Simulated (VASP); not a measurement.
Input:

```xyz
2
Lattice="0.0000 2.3259 2.3259 2.3259 0.0000 2.3259 2.3259 2.3259 0.0000" Properties=species:S:1:pos:R:3 pbc="T T T"
Cd     0.0000     0.0000     0.0000
O      2.3259     2.3259     2.3259
```

These are LDA (Ceperley-Alder, Perdew-Zunger), VASP's LDA PAW potentials (set 64) (plane waves; VASP) values and carry that method's errors. Numerical set-up: 620 eV cut-off, 13×13×13 Γ-centred mesh, first-order Methfessel-Paxton smearing of 0.10 eV, potentials Cd O.

Question: Estimate the energy per atom (σ→0), band gap (on the k-mesh) with the smallest direct gap where there is one.

Answer: 
```json
{
 "band gap (on the k-mesh)": "none (metal, semimetal or under 0.01 eV)",
 "energy per atom (σ→0)": "-4.671 eV/atom"
}
```

Only differences to runs with the same potentials and settings are physical.

The compound is CdO in the rock salt structure. It was relaxed first.
